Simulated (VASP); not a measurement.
Input:

```
CELL_PARAMETERS angstrom
      2.91021     0.00000     0.00000
      0.00000     2.85245     0.00000
      0.00000     0.00000     2.89700
ATOMIC_POSITIONS crystal
  Al 0.50000 0.50000 0.50000
  Fe 0.00936 0.00000 0.00000
```

The numbers are results of PBE GGA, VASP's PBE PAW potentials (set 64) (plane waves; VASP), not measurements. Settings: 400 eV cut-off, 11×12×11 Γ-centred mesh, Fermi-Dirac smearing of 0.20 eV, potentials Al Fe.

Task: Which forces act on the atoms, in eV/Å?

Result: 
| atom | Fx | Fy | Fz |
|---|---|---|---|
| Al1 | 0.208 | 0.000 | 0.000 |
| Fe2 | -0.208 | 0.000 | 0.000 |

Task: Give the stress tensor in GPa (positive for a compressed cell).

Result: 
```
-3.13   0.00   0.00
 0.00  -0.54   0.00
 0.00   0.00  -2.52
```
The pressure is its mean diagonal, -2.06 GPa.

The compound is FeAl in the CsCl type structure. The cell was not relaxed at this level, atoms are displaced from their ideal sites. The run is one of a series of settings (ISMEAR = -1, SIGMA = 0.2 against the base run), some of them coarse on purpose. The run is not spin-polarised, so no magnetic state was tried. The electron count is odd and the run is not spin-polarised, which forces a metal.
